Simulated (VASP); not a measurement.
Input:

```
KZnF3
1.0
    4.09895     0.00000     0.00000
    0.00000     4.09895     0.00000
    0.00000     0.00000     4.09895
K Zn F
1 1 3
Cartesian
  0.00000   0.00000   0.00000
  2.04948   2.04948   2.04948
  2.04948   0.00000   2.04948
  0.00000   2.04948   2.04948
  2.04948   2.04948   0.00000
```

Method: PBE GGA with D3 dispersion (Becke-Johnson damping), VASP's PBE PAW potentials (set 64) (plane waves; VASP). Run with 520 eV cut-off, 6×6×6 Γ-centred mesh, tetrahedra with Blöchl corrections, potentials K_sv Zn F.

Task: Estimate the energy per atom (σ→0), band gap (on the k-mesh) with the smallest direct gap where there is one.

Result: 
```json
{
 "band gap (on the k-mesh)": "3.70 eV",
 "smallest direct gap (on the k-mesh)": "5.35 eV",
 "energy per atom (σ→0)": "-4.216 eV/atom"
}
```

Only differences to runs with the same potentials and settings are physical.

The compound is KZnF3 in the cubic perovskite structure. It was relaxed first.
